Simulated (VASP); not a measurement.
Consider the following.

```yaml
crystal:
  lattice:
    - [0.00000, 2.20923, 2.20923]
    - [2.20923, 0.00000, 2.20923]
    - [2.20923, 2.20923, 0.00000]
  atoms:
    - { symbol: Nb, position: [0.00000, 0.00000, 0.00000] }
    - { symbol: N, position: [0.50000, 0.50000, 0.50000] }
```

The numbers are results of PBE GGA, VASP's PBE PAW potentials (set 64) (plane waves; VASP), not measurements. Run with 620 eV cut-off, 14×14×14 Γ-centred mesh, first-order Methfessel-Paxton smearing of 0.10 eV, potentials Nb_sv N.

**Question.** What does the run give for the energy per atom (σ→0), band gap (on the k-mesh) with the smallest direct gap where there is one?

**Answer.** 
```json
{
 "band gap (on the k-mesh)": "none (metal, semimetal or under 0.01 eV)",
 "energy per atom (σ→0)": "-990.7 kJ/mol of atoms"
}
```

The absolute energy has meaning only against runs of the same code, potentials and settings.

The compound is NbN in the rock salt structure, the cubic δ form, which competes with hexagonal ones. It was relaxed first. VASP warned that the highest band is occupied, so more bands are needed.
